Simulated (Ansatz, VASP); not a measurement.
# AlNi3 in two plane-wave programs, part 2 of 3

Aim: how closely do two programs agree when they are given the same cell, functional and k mesh? The cell is taken from a series of runs on this material, whose earlier steps may have relaxed, scaled, displaced or heated it; both programs get it as it stands.

VASP 6.6.1 and Ansatz 0.2.0.

So far: Set-up; Ansatz: relaxation of cell and atoms, BLYP with D3(BJ).

### 3. VASP: relaxation of cell and atoms, BLYP with D3(BJ)

Level of this step: BLYP with D3(BJ), spin-polarised from a ferromagnetic start; plane waves and PAW (Al, Ni) (VASP).

The same cell, functional (in two slightly different forms), mesh and smearing now go to VASP, with its own data sets.

Lines of VASP's logs that name or quote its potential files are left out, and so is its time.

The input, INCAR:

```
SYSTEM = AlNi3
PREC = Accurate
ENCUT = 600
EDIFF = 1E-07
NELM = 200
ISMEAR = 0
SIGMA = 0.1
LREAL = .FALSE.
ALGO = Normal
GGA = B5
ALDAX = 1
AGGAX = 1
AGGAC = 1
ALDAC = 0
IVDW = 12
VDW_S6 = 1
VDW_S8 = 2.6996
VDW_A1 = 0.4298
VDW_A2 = 4.2359
NBANDS = 25
ISPIN = 2
MAGMOM = -0.01 0.25 0.25 0.25
LASPH = .TRUE.
LMAXMIX = 4
LORBIT = 11
LWAVE = .FALSE.
LCHARG = .FALSE.
ISIF = 3
IBRION = 2
NSW = 80
EDIFFG = -0.005
GGA_COMPAT = .FALSE.
NELMIN = 4
KPAR = 2
```

The input, POSCAR:

```
AlNi3
1.0
    3.5230550000      0.0000000000      0.0000000000
    0.0000000000      3.5230550000      0.0000000000
    0.0000000000      0.0000000000      3.5230550000
Al Ni
1 3
Direct
    0.0000000000      0.0000000000      0.0000000000
    0.0000000000      0.4999998581      0.4999998581
    0.4999998581      0.0000000000      0.4999998581
    0.4999998581      0.4999998581      0.0000000000
```

The input, KPOINTS:

```
Automatic mesh
0
Gamma
10 10 10
0 0 0
```

PAW data sets: Al and Ni (PBE family, release 64).

The run is started by

```
> mpirun -np 2 vasp_std
```

Numbers of over 12 decimals in the logs are rounded to 6 here.

What it wrote:

```text
[banner, memory and clock lines left out]
running    2 mpi-ranks, on    1 nodes
 distrk:  each k-point on    1 cores,    2 groups
 distr:  one band on    1 cores,    1 groups

 POSCAR found type information on POSCAR AlNi
 POSCAR found :  2 types and       4 ions
|                                                                             |
|               ----> ADVICE to this user running VASP <----                  |
|                                                                             |
|     You enforced a specific xc type in the INCAR file but a different       |
|     [... a line on the potential file left out ...]
|     I HOPE YOU KNOW WHAT YOU ARE DOING!                                     |
|                                                                             |

 LDA part: xc-table for (Slater(with rela. corr.)+VWN5), standard interpolation
 POSCAR, INCAR and KPOINTS ok, starting setup
 FFT: planning ... GRIDC
 FFT: planning ... GRID_SOFT
 FFT: planning ... GRID
 WAVECAR not read
 entering main loop
       N       E                     dE             d eps       ncg     rms          rms(c)
DAV:   1     0.206379780116E+03    0.20638E+03   -0.15553E+04  5680   0.189E+03
DAV:   2    -0.104140188668E+02   -0.21679E+03   -0.20346E+03  5601   0.333E+02
DAV:   3    -0.215166402126E+02   -0.11103E+02   -0.10450E+02  6360   0.998E+01
DAV:   4    -0.216974363278E+02   -0.18080E+00   -0.18059E+00  6764   0.116E+01
DAV:   5    -0.217042235719E+02   -0.67872E-02   -0.67868E-02  7081   0.201E+00    0.185E+01
DAV:   6    -0.224479722368E+02   -0.74375E+00   -0.33794E+01  6440   0.105E+02    0.186E+01
DAV:   7    -0.181622282245E+02    0.42857E+01   -0.11939E+01  6522   0.581E+01    0.251E+00
DAV:   8    -0.181218087511E+02    0.40419E-01   -0.23052E-01  6074   0.338E+00    0.133E+00
DAV:   9    -0.181027705774E+02    0.19038E-01   -0.21410E-02  7851   0.211E+00    0.439E-01
DAV:  10    -0.181030346795E+02   -0.26410E-03   -0.14231E-03  6375   0.369E-01    0.339E-01
DAV:  11    -0.181050701281E+02   -0.20354E-02   -0.11372E-03  6901   0.625E-01    0.424E-01
DAV:  12    -0.181044574861E+02    0.61264E-03   -0.18891E-04  6745   0.260E-01    0.434E-01
DAV:  13    -0.180974467774E+02    0.70107E-02   -0.28659E-02  6630   0.350E+00    0.111E+00
DAV:  14    -0.181081943588E+02   -0.10748E-01   -0.10519E-02  6563   0.236E+00    0.147E-01
DAV:  15    -0.181084026605E+02   -0.20830E-03   -0.32836E-04  6676   0.299E-01    0.407E-02
DAV:  16    -0.181083548988E+02    0.47762E-04   -0.36131E-05  6761   0.104E-01    0.816E-02
DAV:  17    -0.181083972611E+02   -0.42362E-04   -0.14233E-04  6586   0.252E-01    0.438E-02
DAV:  18    -0.181084166963E+02   -0.19435E-04   -0.17833E-05  6705   0.889E-02    0.751E-03
DAV:  19    -0.181084169617E+02   -0.26536E-06   -0.72355E-07  5854   0.856E-03    0.563E-03
DAV:  20    -0.181084171940E+02   -0.23231E-06   -0.11198E-07  3246   0.690E-03    0.196E-03
DAV:  21    -0.181084171659E+02    0.28095E-07   -0.49774E-08  2948   0.236E-03
   1 F= -.22423801E+02 E0= -.22414495E+02  d E =-.224238E+02  mag=     0.6698
 curvature:   0.00 expect dE= 0.000E+00 dE for cont linesearch  0.000E+00
 trial: gam= 0.00000 g(F)=  0.000E+00 g(S)=  0.824E-02 ort = 0.000E+00 (trialstep = 0.100E+01)
 search vector abs. value=  0.824E-02
 bond charge predicted
       N       E                     dE             d eps       ncg     rms          rms(c)
DAV:   1    -0.182394069863E+02   -0.13099E+00   -0.16168E+00  5719   0.196E+01    0.414E+00
DAV:   2    -0.182758667682E+02   -0.36460E-01   -0.18120E+00  6429   0.245E+01    0.410E+00
DAV:   3    -0.180350018261E+02    0.24086E+00   -0.62137E-01  6479   0.140E+01    0.605E-01
DAV:   4    -0.180307986475E+02    0.42032E-02   -0.83213E-03  5996   0.801E-01    0.279E-01
DAV:   5    -0.180298518393E+02    0.94681E-03   -0.72349E-04  8100   0.342E-01    0.811E-02
DAV:   6    -0.180298486865E+02    0.31528E-05   -0.96845E-05  5769   0.843E-02    0.336E-02
DAV:   7    -0.180298543039E+02   -0.56174E-05   -0.19484E-05  6273   0.429E-02    0.134E-02
DAV:   8    -0.180298536995E+02    0.60439E-06   -0.20289E-06  7455   0.181E-02    0.687E-03
DAV:   9    -0.180298529668E+02    0.73272E-06   -0.20036E-07  4730   0.652E-03    0.233E-03
DAV:  10    -0.180298526125E+02    0.35430E-06   -0.71490E-08  3455   0.316E-03    0.608E-04
DAV:  11    -0.180298525603E+02    0.52239E-07   -0.30725E-08  2860   0.205E-03
   2 F= -.22424002E+02 E0= -.22414658E+02  d E =-.200980E-03  mag=     0.6616
 trial-energy change:   -0.000201  1 .order   -0.000165   -0.008238    0.007907
 step:   0.5136(harm=  0.5102)  dis= 0.00000  next Energy=   -22.425921 (dE=-0.212E-02)
 bond charge predicted
       N       E                     dE             d eps       ncg     rms          rms(c)
DAV:   1    -0.181214720638E+02   -0.91619E-01   -0.38485E-01  5692   0.968E+00    0.210E+00
DAV:   2    -0.181358011486E+02   -0.14329E-01   -0.48936E-01  6441   0.122E+01    0.206E+00
DAV:   3    -0.180712856006E+02    0.64516E-01   -0.15431E-01  6458   0.720E+00    0.306E-01
DAV:   4    -0.180704287818E+02    0.85682E-03   -0.25040E-03  6001   0.410E-01    0.125E-01
DAV:   5    -0.180703044320E+02    0.12435E-03   -0.12694E-04  7917   0.121E-01    0.374E-02
DAV:   6    -0.180703109008E+02   -0.64688E-05   -0.18576E-05  6067   0.362E-02    0.163E-02
DAV:   7    -0.180703174917E+02   -0.65909E-05   -0.43919E-06  6179   0.195E-02    0.656E-03
DAV:   8    -0.180703183588E+02   -0.86709E-06   -0.51803E-07  6739   0.974E-03    0.260E-03
DAV:   9    -0.180703186726E+02   -0.31378E-06   -0.38357E-08  2872   0.277E-03    0.803E-04
DAV:  10    -0.180703188051E+02   -0.13256E-06   -0.18635E-08  2845   0.116E-03    0.204E-04
DAV:  11    -0.180703188077E+02   -0.25557E-08   -0.44272E-09  2842   0.734E-04
   3 F= -.22425920E+02 E0= -.22416597E+02  d E =-.211927E-02  mag=     0.6659
 curvature:  -0.26 expect dE=-0.131E-06 dE for cont linesearch -0.131E-06
 trial: gam=-0.00783 g(F)=  0.103E-48 g(S)=  0.513E-06 ort = 0.650E-04 (trialstep = 0.903E+00)
 search vector abs. value=  0.132E-09
 reached required accuracy - stopping structural energy minimisation
```

Parts of OUTCAR (step 3):

```text
ion  position               nearest neighbor table
   1  0.000  0.000  0.000-   2 2.49   3 2.49   4 2.49   2 2.49   3 2.49   2 2.49   4 2.49   3 2.49
                             4 2.49   2 2.49   3 2.49   4 2.49
   2  0.000  0.500  0.500-   1 2.49   3 2.49   4 2.49   4 2.49   1 2.49   3 2.49   1 2.49   3 2.49
                             4 2.49   4 2.49   1 2.49   3 2.49
   3  0.500  0.000  0.500-   1 2.49   2 2.49   4 2.49   4 2.49   1 2.49   2 2.49   1 2.49   2 2.49
                             4 2.49   4 2.49   2 2.49   1 2.49
   4  0.500  0.500  0.000-   1 2.49   2 2.49   3 2.49   3 2.49   1 2.49   2 2.49   1 2.49   2 2.49
                             3 2.49   3 2.49   1 2.49   2 2.49

  LATTYP: Found a simple cubic cell.
 ALAT       =     3.5230550000

 Subroutine GETGRP returns: Found 48 space group operations
 (whereof 48 operations were pure point group operations)

The static configuration has the point symmetry O_h .

 Found     56 irreducible k-points:

   k-points           NKPTS =     56   k-points in BZ     NKDIM =     56   number of bands    NBANDS=     25

   dimension x,y,z NGX =    28 NGY =   28 NGZ =   28
   dimension x,y,z NGXF=    56 NGYF=   56 NGZF=   56

   ENCUT  =  600.0 eV  44.10 Ry    6.64 a.u.   7.04  7.04  7.04*2*pi/ulx,y,z

   NELECT =      33.0000    total number of electrons

 k-points in reciprocal lattice and weights: Automatic mesh
   0.00000000  0.00000000  0.00000000       0.001
   0.10000000  0.00000000  0.00000000       0.006
   0.20000000  0.00000000  0.00000000       0.006
   0.30000000  0.00000000  0.00000000       0.006
   0.40000000  0.00000000  0.00000000       0.006
   0.50000000  0.00000000  0.00000000       0.003
   0.10000000  0.10000000  0.00000000       0.012
   0.20000000  0.10000000  0.00000000       0.024
   0.30000000  0.10000000  0.00000000       0.024
[...]
0.50000000  0.50000000  0.40000000       0.006
   0.50000000  0.50000000  0.50000000       0.001

 Edisp (eV)   -4.39415

 average (electrostatic) potential at core
       1 -69.5529       2 -80.6688       3 -80.6688       4 -80.6688

 E-fermi :  10.5490

 spin component 1
 k-point     1 :       0.0000    0.0000    0.0000
  band No.  band energies     occupation
    ...
     12       9.9354      1.00000
     13      10.2846      0.99991
     14      10.4988      0.76101
     15      10.4988      0.76101
     16      10.4988      0.76101
     17      11.5157      0.00000
     18      11.5157      0.00000
     19      11.5157      0.00000
     20      17.4308      0.00000
     21      17.4308      0.00000
    ...

 k-point     2 :       0.1000    0.0000    0.0000
  band No.  band energies     occupation
    ...
     12       9.9368      1.00000
     13      10.2215      1.00000
     14      10.2215      1.00000
     15      10.2375      0.99999
     16      10.4989      0.76059
     17      11.0102      0.00000
     18      11.9498      0.00000
     19      11.9498      0.00000
     20      17.4225      0.00000
     21      17.7680      0.00000
    ...

 k-point     3 :       0.2000    0.0000    0.0000
  band No.  band energies     occupation
    ...
     13       9.8317      1.00000
     14       9.9311      1.00000
     15      10.1068      1.00000
     16      10.1487      1.00000
     17      10.4992      0.75923
     18      12.7990      0.00000
     19      12.7990      0.00000
     20      17.3987      0.00000
     21      17.9910      0.00000
     22      20.2695      0.00000
    ...

 k-point     4 :       0.3000    0.0000    0.0000
  band No.  band energies     occupation
    ...
     13       9.5307      1.00000
     14       9.6808      1.00000
     15       9.8163      1.00000
     16      10.0047      1.00000
     17      10.4996      0.75759
     18      13.8331      0.00000
     19      13.8331      0.00000
     20      17.3631      0.00000
     21      18.1823      0.00000
     22      19.3254      0.00000
    ...

 k-point     5 :       0.4000    0.0000    0.0000
  band No.  band energies     occupation
    ...
     13       9.3380      1.00000
     14       9.4166      1.00000
     15       9.5772      1.00000
     16       9.9976      1.00000
     17      10.4999      0.75628
     18      15.0124      0.00000
     19      15.0124      0.00000
     20      17.3280      0.00000
     21      17.7658      0.00000
     22      17.7658      0.00000
    ...

 k-point     6 :       0.5000    0.0000    0.0000
  band No.  band energies     occupation
    ...
     13       9.2704      1.00000
     14       9.3079      1.00000
     15       9.4491      1.00000
     16       9.9989      1.00000
     17      10.5000      0.75576
     18      16.2921      0.00000
     19      16.2921      0.00000
     20      16.3588      0.00000
     21      16.3588      0.00000
     22      17.3127      0.00000
    ...

 Edisp (eV)   -4.35560

  Total      -0.00376    -0.00376    -0.00376    -0.00000    -0.00000    -0.00000
  in kB      -0.13915    -0.13915    -0.13915    -0.00000    -0.00000    -0.00000
  external pressure =       -0.14 kB  Pullay stress =        0.00 kB

  energy-cutoff  :      600.00
  volume of cell :       43.34
      direct lattice vectors                 reciprocal lattice vectors
     3.512643149 -0.000000000  0.000000000     0.284685907  0.000000000  0.000000000
    -0.000000000  3.512643149 -0.000000000     0.000000000  0.284685907  0.000000000
    -0.000000000 -0.000000000  3.512643149    -0.000000000  0.000000000  0.284685907

 POSITION                                       TOTAL-FORCE (eV/Angst)
 -----------------------------------------------------------------------------------
      0.00000      0.00000      0.00000         0.000000      0.000000      0.000000
     -0.00000      1.75632      1.75632        -0.000000     -0.000000      0.000000
      1.75632     -0.00000      1.75632         0.000000     -0.000000      0.000000
      1.75632      1.75632     -0.00000        -0.000000      0.000000      0.000000
 -----------------------------------------------------------------------------------
    total drift:                                0.000074      0.000074      0.000074

  FREE ENERGIE OF THE ION-ELECTRON SYSTEM (eV)
  ---------------------------------------------------
  free  energy   TOTEN  =       -22.4259204075 eV

  energy  without entropy=      -22.4072731180  energy(sigma->0) =      -22.41659676

 reached required accuracy - stopping structural energy minimisation

 total charge
# of ion       s       p       d       tot
------------------------------------------
    1        0.410   0.405   0.000   0.815
    2        0.516   0.544   8.452   9.512
    3        0.516   0.544   8.452   9.512
    4        0.516   0.544   8.452   9.512
--------------------------------------------------
tot          1.957   2.036  25.357  29.350

 magnetization (x)
# of ion       s       p       d       tot
------------------------------------------
    1       -0.000  -0.007   0.000  -0.007
    2       -0.003  -0.008   0.244   0.233
    3       -0.003  -0.008   0.244   0.233
    4       -0.003  -0.008   0.244   0.233
--------------------------------------------------
tot         -0.008  -0.030   0.731   0.693

[... 6 further parts left out ...]
```

CONTCAR:

```
AlNi3
   1.00000000000000
     3.5126431494514283   -0.0000000000000000    0.0000000000000000
    -0.0000000000000000    3.5126431494514283   -0.0000000000000000
    -0.0000000000000000   -0.0000000000000000    3.5126431494514283
  Al              Ni
     1     3
Direct
     0.0000000000000000    0.0000000000000000    0.0000000000000000
     0.0000000000000000    0.4999998580999971    0.4999998580999971
     0.4999998580999971    0.0000000000000000    0.4999998580999971
     0.4999998580999971    0.4999998580999971    0.0000000000000000
```

Dispersion corrections of this kind ignore metallic screening and tend to overbind metals.

### 4. Side by side

Known differences besides the potentials themselves: VASP starts from the moments at which Ansatz ended; the data sets hold 57 valence electrons in Ansatz (on its default PAW (the set named soft_2) files) and 33 in VASP; the cutoff is 420 eV in Ansatz and 600 eV in VASP; Ansatz makes its cores anew for this functional, VASP keeps those of its PBE data sets; VASP's log shows a relativistic correction to its local exchange, Ansatz's none; Ansatz adds a Pulay correction to the stress that steers its cell, VASP none; site moments are counted in spheres of each program's own size. Total energies have different zeros and are not compared.

Both answers:

| quantity | Ansatz | VASP | difference |
| --- | --- | --- | --- |
| volume (Å³) | 43.30 | 43.34 | -0.08 % |
| edge a after relaxation, in the typed setting (Å) | 3.512 | 3.513 | -0.03 % |
| total moment (μB) | 0.69 | 0.67 | +0.02 |
| moment on Ni2 (μB) | 0.25 | 0.23 | +0.02 |
| moment on Ni3 (μB) | 0.25 | 0.23 | +0.02 |
| moment on Ni4 (μB) | 0.25 | 0.23 | +0.02 |

### 5. Ansatz: relaxation of cell and atoms, PBE with D3(BJ)

The relaxed volume is the usual yardstick between codes: in a stiff, nearly cubic crystal its relative difference is about their pressure difference at one cell divided by the bulk modulus.

The cell is taken from a series of runs on this material, whose earlier steps may have relaxed, scaled, displaced or heated it; both programs get it as it stands.

The input, input.yaml:

```yaml
crystal:
  lattice:
    - [3.5230547267, 0.0, 0.0]
    - [0.0, 3.5230547267, 0.0]
    - [0.0, 0.0, 3.5230547267]
  atoms:
    - { symbol: Al, position: [0.0, 0.0, 0.0] }
    - { symbol: Ni, position: [0.0, 0.5, 0.5], spin: 2.0 }
    - { symbol: Ni, position: [0.5, 0.0, 0.5], spin: 2.0 }
    - { symbol: Ni, position: [0.5, 0.5, 0.0], spin: 2.0 }
kpoints:
  mp_grid: { grid: [10, 10, 10] }
hamiltonian:
  xc: pbe
  dispersion: d3bj
scf:
  occupations: { method: gaussian, width: 0.1 }
output:
  forces: true
  stress: true
  eigenvalues: true
  populations: true
magnetization:
  spin_polarized: true
relax:
  adjacent_minimum: "off"
  f_tol: 0.005
  max_steps: 60
  cell: { stress_tol: 0.03 }
```

The run is started by

```
> ansatz run input.yaml --threads 4 --pin off --max-ram 8192MiB --backend cpu --events-out ev --progress --plain --runs-dir out
```

What it wrote:

```text
[...]
Crystal: 4 atoms, lattice volume = 43.728 Å³
Basis set: ecut = 420 eV, 847 PW (Γ), exchange–correlation on 48×48×48 points (8 copies of the dense FFT grid, shifted against one another)
Bands: 38, of which v1, the nominal top of the filled ones, is band 29 counted from 1 (28 counted from 0)
Symmetry: 48 space group operations
[...]
- { symbol: Ni, position: [0, 0.500000, 0.500000] }
    - { symbol: Ni, position: [0.500000, 0, 0.500000] }
    - { symbol: Ni, position: [0.500000, 0.500000, 0] }
--- Löwdin populations: 4 sites ---
  site symbol       q [e]    m [muB]
     0     Al      3.5501    -0.0464
     1     Ni     17.6260     0.2659
     2     Ni     17.6260     0.2659
     3     Ni     17.6260     0.2659
  spilling = 0.010036 (of n_electrons = 57.000000)
[key lines of the parts left out:]
SCF converged after 7 iterations
Magnetization: 0.7216 μB (28.8608 up, 28.1392 down)
Free energy (F): -18060.254311 eV
Fermi energy:    16.460776 eV
P = ⅓ Tr σ = -0.0017 GPa (-0.017 kbar)
```

[end of part 2 of 3]

[Lines on the potential files, build, host, timing and source positions are cut from VASP's logs without a mark.]

[Logs are printed without paths, hosts, clocks, repeated set-up lines and the standing remarks that a program may print on its own settings, such as how far it seeks lower states.]

[Hosts, paths, dates, database ids (printed as entryN), source tags and the programs' standing remarks are cut or masked in the printed files.]
